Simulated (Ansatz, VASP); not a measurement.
## Two plane-wave programs on SrB3Pt

The input INCAR:

```
PREC = Accurate
ENCUT = 600
EDIFF = 1E-6
ISMEAR = -1
SIGMA = 0.05
LREAL = F
LASPH = T
NELM = 60
ALGO = Normal
ISIF = 3
LWAVE = F
LCHARG = F
GGA = PE
IBRION = 2
NSW = 60
EDIFFG = -0.01
```

File KPOINTS:

```
Automatic mesh
0
Gamma
  5 5 5
```

The input POSCAR:

```
SrB3Pt
1.0
    4.5405600000      0.0000000000      0.0000000000
    0.0000000000      4.5405600000      0.0000000000
    0.0000000000      0.0000000000      4.5405600000
Sr B Pt
1 3 1
Direct
    0.0000000000      0.0000000000      0.0000000000
    0.5000000000      0.0000000000      0.0000000000
    0.0000000000      0.5000000000      0.0000000000
    0.0000000000      0.0000000000      0.5000000000
    0.5000000000      0.5000000000      0.5000000000
```

input.yaml

```yaml
crystal:
  lattice:
    - [4.54056, 0.0, 0.0]
    - [0.0, 4.54056, 0.0]
    - [0.0, 0.0, 4.54056]
  atoms:
    - { symbol: Sr, position: [0.0, 0.0, 0.0] }
    - { symbol: B, position: [0.5, 0.0, 0.0] }
    - { symbol: B, position: [0.0, 0.5, 0.0] }
    - { symbol: B, position: [0.0, 0.0, 0.5] }
    - { symbol: Pt, position: [0.5, 0.5, 0.5] }
hamiltonian:
  xc: pbe
  pseudopotentials: { kind: paw }
kpoints:
  mp_grid: { grid: [5, 5, 5] }
scf:
  occupations: { method: fermi_dirac, width: 0.05 }
output:
  forces: true
  stress: true
  eigenvalues: true
relax:
  f_tol: 0.01
  max_steps: 40
  cell: { stress_tol: 0.05 }
```

The cell was built by a generator and needn't be a form met in nature.

Alike in both runs: task relaxation of cell and atoms; functional PBE; k mesh 5 × 5 × 5; occupations fermi-dirac, width 0.05 eV; no spin polarisation.

|  | VASP | Ansatz |
| --- | --- | --- |
| version | VASP 6.6.1 | Ansatz 0.2.0 |
| potentials or method | VASP PAW PBE potentials, release 64 (Sr_sv, B, Pt) | Ansatz PAW |
| plane-wave cutoff (eV) | 600 | 420 |
| valence electrons in the cell | 29 | 37 |

```csv
,VASP,Ansatz,Ansatz less VASP
"gap on the k mesh at the Fermi level, each at its own relaxed structure (eV)",none,none,-
relaxed volume (Å³/atom),19.28,19.15,-0.131
relaxed cell length with the largest relative difference (Å),4.585,4.575,-0.0104
energy change over the relaxation (meV/atom),-1,0,+0.6
```

A gap of «none» marks a metal or a gap that the smearing closes. The two sets of potentials don't hold the same shells in valence.

Caveats: the plane-wave basis is chosen anew once the cell has moved, so the energies of steps on either side of that aren't comparable (Ansatz). The runs have no spin-orbit coupling, so splittings on Pt are missing.
